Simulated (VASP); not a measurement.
An input for Quantum ESPRESSO's pw.x (written as the equivalent of a VASP run, and not itself run):

```
&CONTROL
  calculation = 'scf'
  pseudo_dir = './pseudo'
  outdir = './out'
  tprnfor = .true.
  tstress = .true.
/
&SYSTEM
  ibrav = 0
  nat = 5
  ntyp = 2
  ecutwfc = 82
  occupations = 'smearing'
  smearing = 'gaussian'
  degauss = 0.0147
  input_dft = 'pz'
/
&ELECTRONS
  conv_thr = 7.3e-08
  electron_maxstep = 100
/
ATOMIC_SPECIES
  Nb 92.906 Nb.upf
  Au 196.967 Au.upf
CELL_PARAMETERS angstrom
    -1.7078050    1.7078050    7.6609000
     1.7078050   -1.7078050    7.6609000
     1.7078050    1.7078050   -7.6609000
ATOMIC_POSITIONS crystal
  Nb   0.0000000  0.0000000  0.0000000
  Nb   0.3992400  0.3992400  0.0000000
  Nb   0.6007600  0.6007600  0.0000000
  Au   0.1997700  0.1997700  0.0000000
  Au   0.8002300  0.8002300  0.0000000
K_POINTS automatic
  7 7 7 0 0 0
```

Task: Write the VASP files for the same calculation (LDA).

Result: One answer among several that fit: 
### POSCAR
```
Nb3Au2
8.0325950
 -0.2126093747   0.2126093747   0.9537266599
  0.2126093747  -0.2126093747   0.9537266599
  0.2126093747   0.2126093747  -0.9537266599
Nb Au
3 2
Cart
  0.0000000000   0.0000000000   0.0000000000
  0.0000000000  -0.0000000000   0.7615316634
  0.0000000000  -0.0000000000   1.1459216565
  0.0000000000  -0.0000000000   0.3810519497
 -0.0000000000   0.0000000000   1.5264013702
```

### KPOINTS
```
kpoints
0
G
7 7 7
```

INCAR:
```
# general
SYSTEM   =  Nb3Au2
PREC     =  Accurate
ENCUT    =  300
LREAL    =  .FALSE.
LASPH    =  .TRUE.

# electronic loop
EDIFF    =  1E-6
NELM     =  100
ALGO     =  Normal
LMAXMIX  =  6

# smearing
ISMEAR   =  0
SIGMA    =  0.2

# ions
ISIF     =  2

# output
LWAVE    =  .FALSE.
LCHARG   =  .FALSE.
```

POTCAR, in this order: Nb_sv Au (LDA.64 set). Program: vasp_std.

The two are equivalent in intent, not identical: the potentials are each code's own (VASP's PAW set, PseudoDojo norm-conserving files in pw.x), so ENCUT and ecutwfc are chosen apart and not converted; conv_thr bounds pw.x's estimated SCF error, while EDIFF bounds the energy change between steps.

The structure comes from a computed database's Nb3Au2 entry; how it stands against other phases isn't given here. The cell was not relaxed at this level. The k-mesh is coarse (spacing up to 0.37 per Å, 2π included), so the numbers may not be converged in it. The run is one of a series of settings (GGA removed, POTCAR Nb_sv Au (LDA.64 set) against the base run), some of them coarse on purpose.
